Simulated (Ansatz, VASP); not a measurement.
# BAs: VASP beside Ansatz

One calculation is typed for both programs; each brings its own data sets. How far apart do they land? The cell is taken from a series of runs on this material, whose earlier steps may have relaxed, scaled, displaced or heated it; both programs get it as it stands.

Main program and level: Ansatz 0.2.0; plane waves, with VASP 6.6.1 beside it; single point at r2SCAN, spin-orbit coupling.

## 1. The structure

It takes space group F-43m (No. 216, cubic). Conventional cell: a = 4.583 Å, b = 4.583 Å, c = 4.583 Å, α = 90.00°, β = 90.00°, γ = 90.00°. Nearest to B lie 4 As at 1.98 Å. As has 4 B at 1.98 Å nearest. Farther neighbours are not listed.

## 2. VASP: single point, r2SCAN, spin-orbit coupling, pair 1

With cell and atoms fixed, the geometry can't cause a difference; cores, projectors, grids and the points listed under the comparison can.

Lines of VASP's logs that name or quote its potential files are left out, and so is its time.

Input file INCAR:

```
SYSTEM = BAs
PREC = Accurate
ENCUT = 460
EDIFF = 1E-06
NELM = 200
ISMEAR = 0
SIGMA = 0.01
LREAL = .FALSE.
ALGO = Normal
METAGGA = R2SCAN
LASPH = .TRUE.
LNONCOLLINEAR = .TRUE.
MAGMOM = 0 0 0 0 0 0
NBANDS = 20
GGA_COMPAT = .FALSE.
LSORBIT = .TRUE.
LORBIT = 11
LWAVE = .FALSE.
LCHARG = .FALSE.
ISIF = 2
EFERMI = MIDGAP
LMIXTAU = .TRUE.
KPAR = 2
```

Input file POSCAR:

```
BAs
1.0
    0.0000000000      2.2914619289      2.2914619289
    2.2914619289      0.0000000000      2.2914619289
    2.2914619289      2.2914619289      0.0000000000
B As
1 1
Direct
    0.0000000000      0.0000000000      0.0000000000
    0.7500000000      0.7500000000      0.7500000000
```

Input file KPOINTS:

```
Automatic mesh
0
Gamma
8 8 8
0 0 0
```

PAW data sets: B and As (PBE family, release 64).

Launch:

```
mpirun -np 2 vasp_ncl
```

Numbers of over 12 decimals in the logs are rounded to 6 here.

Log:

```text
[banner, memory and clock lines left out]
running    2 mpi-ranks, on    1 nodes
 distrk:  each k-point on    1 cores,    2 groups
 distr:  one band on    1 cores,    1 groups

 POSCAR found type information on POSCAR B As
 POSCAR found :  2 types and       2 ions
|                                                                             |
|               ----> ADVICE to this user running VASP <----                  |
|                                                                             |
|     You enforced a specific xc type in the INCAR file but a different       |
|     [... a line on the potential file left out ...]
|     I HOPE YOU KNOW WHAT YOU ARE DOING!                                     |
|                                                                             |

 LDA part: xc-table for (None), standard interpolation
 POSCAR, INCAR and KPOINTS ok, starting setup
 FFT: planning ... GRIDC
 FFT: planning ... GRID_SOFT
 FFT: planning ... GRID
 WAVECAR not read
 entering main loop
       N       E                     dE             d eps       ncg     rms          rms(c)
DAV:   1     0.574221447903E+01    0.57422E+01   -0.31845E+03  1720   0.670E+02
DAV:   2    -0.225903765627E+02   -0.28333E+02   -0.26392E+02  2336   0.136E+02
DAV:   3    -0.237948865354E+02   -0.12045E+01   -0.11917E+01  2132   0.239E+01
DAV:   4    -0.237990034195E+02   -0.41169E-02   -0.41158E-02  2000   0.159E+00
DAV:   5    -0.237990110940E+02   -0.76745E-05   -0.76744E-05  2020   0.732E-02    0.597E+00
DAV:   6    -0.220051301315E+02    0.17939E+01   -0.62305E-01  1800   0.699E+00    0.339E+00
DAV:   7    -0.218167923824E+02    0.18834E+00   -0.17111E-01  1864   0.423E+00    0.900E-01
DAV:   8    -0.217483471063E+02    0.68445E-01   -0.19102E-01  1720   0.392E+00    0.465E-01
DAV:   9    -0.219927224428E+02   -0.24438E+00   -0.25372E-02  1872   0.142E+00    0.192E-01
DAV:  10    -0.220045539264E+02   -0.11831E-01   -0.13685E-03  1984   0.300E-01    0.175E-01
DAV:  11    -0.220175893293E+02   -0.13035E-01   -0.42380E-04  1828   0.227E-01    0.128E-01
DAV:  12    -0.220349715616E+02   -0.17382E-01   -0.61953E-03  1752   0.781E-01    0.501E-02
DAV:  13    -0.220350517076E+02   -0.80146E-04   -0.11638E-04  1988   0.918E-02    0.317E-02
DAV:  14    -0.220351100140E+02   -0.58306E-04   -0.12226E-05  1840   0.336E-02    0.554E-03
DAV:  15    -0.220351054704E+02    0.45436E-05   -0.29977E-06  1968   0.186E-02    0.453E-03
DAV:  16    -0.220351056117E+02   -0.14133E-06   -0.37450E-08  1048   0.194E-03
   1 F= -.22035106E+02 E0= -.22035106E+02  d E =0.000000E+00  mag=     0.0000    -0.0000     0.0000
```

From OUTCAR (step 2):

```text
ion  position               nearest neighbor table
   1  0.000  0.000  0.000-   2 1.98   2 1.98   2 1.98   2 1.98
   2  0.750  0.750  0.750-   1 1.98   1 1.98   1 1.98   1 1.98

  LATTYP: Found a face centered cubic cell.
 ALAT       =     4.5829238578

 Subroutine GETGRP returns: Found 24 space group operations
 (whereof 24 operations were pure point group operations)

The static configuration has the point symmetry T_d .

 Found     43 irreducible k-points:

   k-points           NKPTS =     43   k-points in BZ     NKDIM =     43   number of bands    NBANDS=     20

   dimension x,y,z NGX =    24 NGY =   24 NGZ =   24
   dimension x,y,z NGXF=    48 NGYF=   48 NGZF=   48

   ENCUT  =  460.0 eV  33.81 Ry    5.81 a.u.   5.67  5.67  5.67*2*pi/ulx,y,z

   NELECT =       8.0000    total number of electrons

 k-points in reciprocal lattice and weights: Automatic mesh
   0.00000000  0.00000000  0.00000000       0.002
   0.12500000  0.00000000  0.00000000       0.008
  -0.12500000  0.00000000  0.00000000       0.008
   0.25000000  0.00000000  0.00000000       0.008
  -0.25000000  0.00000000  0.00000000       0.008
   0.37500000  0.00000000  0.00000000       0.008
  -0.37500000  0.00000000  0.00000000       0.008
   0.50000000  0.00000000  0.00000000       0.008
   0.12500000  0.12500000  0.00000000       0.012
[...]
-0.37500000  0.50000000  0.12500000       0.023
  -0.25000000  0.50000000  0.25000000       0.012

 average (electrostatic) potential at core
       1 -26.5680       2 -52.0088

 E-fermi :   8.1468

 k-point     1 :       0.0000    0.0000    0.0000
  band No.  band energies     occupation
    ...
      4       7.3544      1.00000
      5       7.5545      1.00000
      6       7.5545      1.00000
      7       7.5545      1.00000
      8       7.5545      1.00000
      9      10.9359      0.00000
     10      10.9359      0.00000
     11      11.1728      0.00000
     12      11.1728      0.00000
     13      11.1728      0.00000
    ...

 k-point     2 :       0.1250    0.0000    0.0000
  band No.  band energies     occupation
    ...
      4       5.2650      1.00000
      5       6.8892      1.00000
      6       6.8892      1.00000
      7       7.0203      1.00000
      8       7.0228      1.00000
      9      11.5639      0.00000
     10      11.5639      0.00000
     11      11.7621      0.00000
     12      11.7621      0.00000
     13      11.8646      0.00000
    ...

 k-point     3 :      -0.1250    0.0000    0.0000
  band No.  band energies     occupation
    ...
      4       5.2650      1.00000
      5       6.8892      1.00000
      6       6.8892      1.00000
      7       7.0203      1.00000
      8       7.0228      1.00000
      9      11.5639      0.00000
     10      11.5639      0.00000
     11      11.7621      0.00000
     12      11.7621      0.00000
     13      11.8646      0.00000
    ...

  Total        3.6334606      3.6334606      3.6334606      0.0000000     -0.0000000      0.0000000
  in kB      241.9151678    241.9151678    241.9151678      0.0000000     -0.0000000      0.0000000
  external PRESSURE =     241.9151678 kB  Pullay stress =       0.0000000 kB

  energy-cutoff  :      460.00
  volume of cell :       24.06
      direct lattice vectors                 reciprocal lattice vectors
     0.000000000  2.291461929  2.291461929    -0.218201312  0.218201312  0.218201312
     2.291461929  0.000000000  2.291461929     0.218201312 -0.218201312  0.218201312
     2.291461929  2.291461929  0.000000000     0.218201312  0.218201312 -0.218201312

 POSITION                                       TOTAL-FORCE (eV/Angst)
 -----------------------------------------------------------------------------------
      0.00000      0.00000      0.00000         0.000000      0.000000      0.000000
      3.43719      3.43719      3.43719        -0.000000     -0.000000     -0.000000
 -----------------------------------------------------------------------------------
    total drift:                               -0.000000     -0.000000     -0.000000

  FREE ENERGIE OF THE ION-ELECTRON SYSTEM (eV)
  ---------------------------------------------------
  free  energy   TOTEN  =       -22.0351056117 eV

  energy  without entropy=      -22.0351056117  energy(sigma->0) =      -22.03510561

 Spin-Orbit-Coupling matrix elements
 Ion:    1  E_soc:     -0.0000092
 Ion:    2  E_soc:     -0.0204448

 total charge
# of ion       s       p       d       tot
------------------------------------------
    1        0.692   1.317   0.000   2.009
    2        1.172   1.803   0.121   3.095
--------------------------------------------------
tot          1.864   3.120   0.121   5.105

 magnetization (x)
# of ion       s       p       d       tot
------------------------------------------
    1       -0.000  -0.000   0.000  -0.000
    2        0.000   0.000  -0.000  -0.000
--------------------------------------------------
tot         -0.000  -0.000  -0.000  -0.000

 magnetization (y)
# of ion       s       p       d       tot
------------------------------------------
    1        0.000  -0.000   0.000  -0.000
    2        0.000  -0.000   0.000  -0.000
--------------------------------------------------
tot          0.000  -0.000   0.000  -0.000

 magnetization (z)
# of ion       s       p       d       tot
------------------------------------------
    1       -0.000   0.000   0.000  -0.000
    2       -0.000   0.000   0.000   0.000
--------------------------------------------------
tot         -0.000   0.000   0.000  -0.000

[... 3 further parts left out ...]
```

The run ends at a pressure of 24.19 GPa.

## 3. Ansatz: single point, r2SCAN, spin-orbit coupling, pair 1

Ansatz runs on its PAW fully relativistic soft_1 files.

The same cell, functional, mesh and smearing now go to Ansatz, which takes its cutoff from its data sets.

Input file input.yaml:

```yaml
crystal:
  lattice:
    - [0.0, 2.2914619289, 2.2914619289]
    - [2.2914619289, 0.0, 2.2914619289]
    - [2.2914619289, 2.2914619289, 0.0]
  atoms:
    - { symbol: B, position: [0.0, 0.0, 0.0] }
    - { symbol: As, position: [0.75, 0.75, 0.75] }
kpoints:
  mp_grid: { grid: [8, 8, 8] }
hamiltonian:
  xc: r2scan
  pseudopotentials: { kind: paw_fr, azcp: { folder: soft_1 } }
scf:
  occupations: { method: gaussian, width: 0.01 }
  n_extra_bands: 16
output:
  eigenvalues: true
  eigenstates:
    kpoints:
      - [0.0, 0.40339486, 0.40339486]
      - [0.0, 0.40631244, 0.40631244]
      - [0.00291758, 0.40339486, 0.40631244]
      - [0.00291758, 0.40631244, 0.40339486]
      - [0.002063041, 0.4054579, 0.407520941]
      - [-0.002063041, 0.4054579, 0.40339486]
      - [0.002063041, 0.407520941, 0.4054579]
      - [-0.002063041, 0.40339486, 0.4054579]
      - [0.004126081, 0.4054579, 0.4054579]
      - [0.0, 0.401331819, 0.4054579]
      - [0.003368931, 0.406763791, 0.406763791]
      - [0.0, 0.40339486, 0.406763791]
      - [0.0, 0.406763791, 0.40339486]
      - [0.003368931, 0.40339486, 0.40339486]
      - [0.0, 0.40047728, 0.40047728]
      - [-0.00291758, 0.40339486, 0.40047728]
      - [-0.00291758, 0.40047728, 0.40339486]
      - [-0.002063041, 0.401331819, 0.399268778]
      - [0.002063041, 0.401331819, 0.40339486]
      - [-0.002063041, 0.399268778, 0.401331819]
      - [0.002063041, 0.40339486, 0.401331819]
      - [-0.004126081, 0.401331819, 0.401331819]
      - [0.0, 0.4054579, 0.401331819]
      - [-0.003368931, 0.400025928, 0.400025928]
      - [0.0, 0.40339486, 0.400025928]
      - [0.0, 0.400025928, 0.40339486]
      - [-0.003368931, 0.40339486, 0.40339486]
      - [0.0, 0.414335784, 0.414335784]
      - [0.010940925, 0.40339486, 0.414335784]
      - [0.010940925, 0.414335784, 0.40339486]
      - [0.007736402, 0.411131262, 0.418867664]
      - [-0.007736402, 0.411131262, 0.40339486]
      - [0.007736402, 0.418867664, 0.411131262]
      - [-0.007736402, 0.40339486, 0.411131262]
      - [0.015472804, 0.411131262, 0.411131262]
      - [0.0, 0.395658458, 0.411131262]
      - [0.012633492, 0.416028351, 0.416028351]
      - [0.0, 0.40339486, 0.416028351]
      - [0.0, 0.416028351, 0.40339486]
      - [0.012633492, 0.40339486, 0.40339486]
      - [0.0, 0.392453935, 0.392453935]
      - [-0.010940925, 0.40339486, 0.392453935]
      - [-0.010940925, 0.392453935, 0.40339486]
      - [-0.007736402, 0.395658458, 0.387922055]
      - [0.007736402, 0.395658458, 0.40339486]
      - [-0.007736402, 0.387922055, 0.395658458]
      - [0.007736402, 0.40339486, 0.395658458]
      - [-0.015472804, 0.395658458, 0.395658458]
      - [0.0, 0.411131262, 0.395658458]
      - [-0.012633492, 0.390761368, 0.390761368]
      - [0.0, 0.40339486, 0.390761368]
      - [0.0, 0.390761368, 0.40339486]
      - [-0.012633492, 0.40339486, 0.40339486]
      - [0.0, 0.0, 0.0]
      - [0.0, 0.00291758, 0.00291758]
      - [0.00291758, 0.0, 0.00291758]
      - [0.00291758, 0.00291758, 0.0]
      - [0.002063041, 0.002063041, 0.004126081]
      - [-0.002063041, 0.002063041, 0.0]
      - [0.002063041, 0.004126081, 0.002063041]
      - [-0.002063041, 0.0, 0.002063041]
      - [0.004126081, 0.002063041, 0.002063041]
      - [0.0, -0.002063041, 0.002063041]
      - [0.003368931, 0.003368931, 0.003368931]
      - [0.0, 0.0, 0.003368931]
      - [0.0, 0.003368931, 0.0]
      - [0.003368931, 0.0, 0.0]
      - [0.0, -0.00291758, -0.00291758]
      - [-0.00291758, 0.0, -0.00291758]
      - [-0.00291758, -0.00291758, 0.0]
      - [-0.002063041, -0.002063041, -0.004126081]
      - [0.002063041, -0.002063041, 0.0]
      - [-0.002063041, -0.004126081, -0.002063041]
      - [0.002063041, 0.0, -0.002063041]
      - [-0.004126081, -0.002063041, -0.002063041]
      - [0.0, 0.002063041, -0.002063041]
      - [-0.003368931, -0.003368931, -0.003368931]
      - [0.0, 0.0, -0.003368931]
      - [0.0, -0.003368931, 0.0]
      - [-0.003368931, 0.0, 0.0]
      - [0.0, 0.010940925, 0.010940925]
      - [0.010940925, 0.0, 0.010940925]
      - [0.010940925, 0.010940925, 0.0]
      - [0.007736402, 0.007736402, 0.015472804]
      - [-0.007736402, 0.007736402, 0.0]
      - [0.007736402, 0.015472804, 0.007736402]
      - [-0.007736402, 0.0, 0.007736402]
      - [0.015472804, 0.007736402, 0.007736402]
      - [0.0, -0.007736402, 0.007736402]
      - [0.012633492, 0.012633492, 0.012633492]
      - [0.0, 0.0, 0.012633492]
      - [0.0, 0.012633492, 0.0]
      - [0.012633492, 0.0, 0.0]
      - [0.0, -0.010940925, -0.010940925]
      - [-0.010940925, 0.0, -0.010940925]
      - [-0.010940925, -0.010940925, 0.0]
      - [-0.007736402, -0.007736402, -0.015472804]
      - [0.007736402, -0.007736402, 0.0]
      - [-0.007736402, -0.015472804, -0.007736402]
      - [0.007736402, 0.0, -0.007736402]
      - [-0.015472804, -0.007736402, -0.007736402]
      - [0.0, 0.007736402, -0.007736402]
      - [-0.012633492, -0.012633492, -0.012633492]
      - [0.0, 0.0, -0.012633492]
      - [0.0, -0.012633492, 0.0]
      - [-0.012633492, 0.0, 0.0]
magnetization:
  noncollinear: true
  spin_orbit: true
checkpoint:
  read: start.run
  write: ck
  compress: false
  write_wavefunctions: false
  write_every: 100000
```

Launch:

```
ansatz run input.yaml --threads 4 --pin off --max-ram 9216MiB --backend cpu --events-out ev --progress --plain --runs-dir out
```

Log:

```text
scf.n_extra_bands = 16 over 18 filled bands (N_el = 18.0): the run solves 34 bands
Engine: ansatz 0.2.0, x86_64-unknown-linux-gnu
Pseudopotentials: kind: paw_fr
Pseudopotential: B, paw, valence charge 3, recommended cutoff 500 eV (meta_gga), soft_1/B.paw.azcp
Pseudopotential: As, paw, valence charge 15, recommended cutoff 500 eV (meta_gga), soft_1/As.paw.azcp
Functional definition: r2SCAN
  parameter k0 = 0.174
  parameter k1 = 0.065
  parameter a1 = 4.9479
  exchange = r2scan_x(k0 = k0, k1 = k1, a1 = a1)
  correlation = r2scan_c
non-collinear run that drives no moment, with spin-orbit: no starting moment large enough to seed its density (crystal.atoms[].spin), no starting occupations that ask for one, no magnetisation constraint and no magnetic field, so the semilocal B_xc is pinned to zero
Crystal: 2 atoms, lattice volume = 24.064 Å³
Basis set: ecut = 500 eV, 609 PW (Γ), exchange–correlation on 96×96×96 points (64 copies of the dense FFT grid, shifted against one another)
Bands: 34, of which v1, the nominal top of the filled ones, is band 18 counted from 1 (17 counted from 0)
Symmetry: 24 space group operations + 24 with time reversal
Magnetic group: BNS 216.75 (UNI 1577), of the structure as read, at distance tolerance 2.9e-5 Å
k-points: 29 of 512 (time reversal used)
Projection manifold: j_resolved (fully-relativistic pseudo-atomic orbitals)
Non-local potential: B, projectors of the file, resolved by j, l = 0: 2, l = 1: 4, l = 2: 2
Non-local potential: As, projectors of the file, resolved by j, l = 0: 2, l = 1: 4, l = 2: 6, l = 3: 2
PAW form: soft (Blöchl's): semilocal exchange-correlation on the pseudo side does not see the compensation charge
PAW frozen core: B, regenerated for the run's functional (the file was generated under x = pbe(κ = 0.804, μ = 0.219515), c = pbe(β = 0.066725))
PAW frozen core: As, regenerated for the run's functional (the file was generated under x = pbe(κ = 0.804, μ = 0.219515), c = pbe(β = 0.066725))
PAW one-centre angular grid: B, 302 points (default); XC on 224 Gauss nodes
PAW one-centre angular grid: As, 590 points (default); XC on 315 of its mesh's 2695 points in the sphere
Initial density: read from a saved state, or passed on in memory by an earlier SCF of this step, an earlier step, the calling program or the single point that the run made first
Stability of the state it starts from, as read at its close in the noncollinear treatment: not read negative (Ritz values of 1 − χ₀K, real part plus size of imaginary part, from 0.80 to 1.2, by its mixing steps under the symmetry group of the SCF that read it)
Initial wavefunctions: pseudopotential atomic-orbital guess
Functional: x = r2scan, c = r2scan; τ floored in thin density (d = 2e-4 eV/Å³)
iter 1 solved again at ethr=3.25e-7 eV; its pass at ethr=3.10e-3 eV (dr2=5.85e-5 eV) is discarded
SCF iter   1: F=—  HF=-5018.128660 eV  |F-HF|=—  |Δ(HF+E_count)|=         —  Δρ=2.30e-5  dr2=7.30e-8  dr2_τ=2.28e-10  dr2_m=0.00e0 (ungated)  ethr=3.25e-7  |M|=0.00e0 ∫|m|=0.00e0 μB  |m|>n=0.0e0 m-floor=0.0e0 τ_xc=0.0e0  β_m=0.30  ⟨swp⟩=4.3  Hψ=9042  notcnv=0  defer=2
preconditioner: auto → none  [insulator: Δε(μ)=1.190 eV  Ē_g=18.991 eV  σ=0.010 eV  W_gap=1.00  n_scr=8 (ndim 8)  ℏωp=21.4 eV  f_vac=0.000  D(μ)=0.00/eV (n_scr^D=0)  ε∞_Penn≈2.3]
SCF iter   2: F=-5018.128660 eV  HF=-5018.128660 eV  |F-HF|=1.26e-8  |Δ(HF+E_count)|=   3.39e-8  Δρ=1.42e-5  dr2=1.84e-8  dr2_τ=2.28e-10  dr2_m=0.00e0 (ungated)  ethr=4.06e-10  |M|=0.00e0 ∫|m|=0.00e0 μB  |m|>n=0.0e0 m-floor=0.0e0 τ_xc=0.0e0  ⟨swp⟩=4.8  Hψ=3193  notcnv=0
SCF 1 converged in 2 iterations: F = -5018.128660 eV  dr2 = 1.84e-8
  greatest PAW one-centre occupation: 0.999 electrons in one spin orbital (limit 2), on the As atom at site 1 (counted from 0), in its partial waves of l = 2
NSCF: frozen V_eff on 106 k-points
SCF converged after 2 iterations
Magnetization: |M| = 0.0000 μB,  M = (+0.0000, +0.0000, +0.0000) μB
Absolute magnetization: 0.0000 μB (∫|m|)
  site 0: m = (+0.0000, +0.0000, +0.0000) μB, |m| = 0.0000 μB  (R = 0.82 Å)
  site 1: m = (+0.0000, +0.0000, +0.0000) μB, |m| = 0.0000 μB  (R = 0.82 Å)
Free energy (F): -5018.128660 eV
Harris-Foulkes:  -5018.128660 eV  (|F-HF|=1.26e-8)
Internal energy: -5018.128660 eV  (E = F + TS)
E sigma→0 (E₀):  -5018.128660 eV
Fermi energy:    13.333148 eV
--- Per-component energies (eV) ---
  E_band       = -200.148627
  E_kinetic    = 152.635954
  E_local      = -1843.060792  (includes V_loc(G=0)·N_el)
  E_nonlocal   = -383.914694
  E_hartree    = 1059.648152
  E_xc         = -100.634261
  E_vxc        = -123.569414  (∫ρ·V_xc dr)
  E_paw        = -2102.486543  (= ΣΔE_a)
  E_vpaw       = -127.636637  (= ΣTr[D̂ρ^β])
  E_aug_tail   = 0.000018  (compensation charges beyond the density's cutoff)
  E_vtau       = 6.102140  (kinetic-family band-sum trace: ∫τ·v_τ [+ j·A + Jᵃ·Aᵃ] dr)
  E_ewald      = -1798.857545
  E_core_change = -1.458948  (= ΣΔE_core)
  E_smearing   = -0.000000  (= −TS)
  E_closure    = -0.000000  (closes the sum)
  Σ components = -5018.128660   (vs F -5018.128660, Δ=0.00e0)
--- Band table (eV; the first three rows and the last of 29) ---
  k-point 0: bands = [... 14 lower, 12.7382, 12.7382, 12.7382, 12.7382, 16.1152, 16.1152, 16.3496, 16.3496, ... 12 higher]
  k-point 1: bands = [... 14 lower, 12.0706, 12.0706, 12.2030, 12.2055, 16.7456, 16.7456, 16.9420, 16.9420, ... 12 higher]
  k-point 2: bands = [... 14 lower, 11.2170, 11.2170, 11.3588, 11.3617, 16.7133, 16.7133, 17.8074, 17.8074, ... 12 higher]
  k-point 28: bands = [... 14 lower, 6.0265, 6.1736, 6.4388, 6.4559, 18.3943, 18.4047, 19.8628, 19.8649, ... 12 higher]
```

## 4. Differences

Known differences besides the potentials themselves: spin-orbit coupling enters by fully relativistic files in Ansatz and inside the spheres in VASP; VASP keeps PBE cores, Ansatz makes them for the functional; the data sets hold 18 valence electrons in Ansatz (on its PAW fully relativistic soft_1 files) and 8 in VASP; the cutoff is 500 eV in Ansatz and 460 eV in VASP. Total energies have different zeros and are not compared.

Compared:

```csv
quantity,Ansatz,VASP,difference
gap on the k mesh (eV),1.190,1.185,+0.005
```

A gap on the mesh is an upper bound, since the band edges may lie between its points.

[end of part 1 of 3]

[Lines on the potential files, build, host, timing and source positions are cut from VASP's logs without a mark.]

[Logs are printed without paths, hosts, clocks, repeated set-up lines and the standing remarks that a program may print on its own settings, such as how far it seeks lower states.]

[Hosts, paths, dates, database ids (printed as entryN), source tags and the programs' standing remarks are cut or masked in the printed files.]
